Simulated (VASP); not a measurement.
The input files of a VASP run:

**POSCAR**
```
Li2Se
1
    0.0000000000     2.9854506505     2.9854506505
    2.9854506505     0.0000000000     2.9854506505
    2.9854506505     2.9854506505     0.0000000000
Li Se
2 1
Direct
  0.2500000000   0.2500000000   0.2500000000
  0.7500000000   0.7500000000   0.7500000000
  0.0000000000   0.0000000000   0.0000000000
```

### INCAR
```
SYSTEM = Li2Se
PREC = Accurate
ENCUT = 600
EDIFF = 1E-7
NELM = 100
ALGO = Normal
LREAL = .FALSE.
LASPH = .TRUE.
ISMEAR = 0
SIGMA = 0.05
METAGGA = R2SCAN
LMIXTAU = .TRUE.
LMAXMIX = 4
LWAVE = .FALSE.
LCHARG = .FALSE.
ISIF = 2
```

File KPOINTS:
```
Automatic mesh
0
Gamma
6 6 6
0 0 0
```

POTCAR, in this order: Li_sv Se (PBE.64 set). Program: vasp_std.

Write an equivalent input for Ansatz.

One equivalent input (not run):
Ansatz 0.2 input:
```yaml
crystal:
  lattice:
    - [0.0000000, 2.9854507, 2.9854507]
    - [2.9854507, 0.0000000, 2.9854507]
    - [2.9854507, 2.9854507, 0.0000000]
  atoms:
    - { symbol: Li, position: [0.2500000, 0.2500000, 0.2500000] }
    - { symbol: Li, position: [0.7500000, 0.7500000, 0.7500000] }
    - { symbol: Se, position: [0.0000000, 0.0000000, 0.0000000] }
kpoints:
  mp_grid: { grid: [6, 6, 6] }
hamiltonian:
  xc: r2scan
  pseudopotentials: { kind: paw }
scf:
  occupations: { method: gaussian, width: 0.05 }
  max_iter: 100
output: { forces: true, stress: true, eigenvalues: true }
```
Limits of the translation: each code has its own PAW files, so the cut-off isn't converted (ENCUT is set for VASP's; basis.ecutwfc is left out, and Ansatz then takes the one that its files recommend); Ansatz stops its SCF on the density residual and VASP on the energy change (EDIFF).

The compound is Li2Se in the antifluorite structure. It was relaxed first.
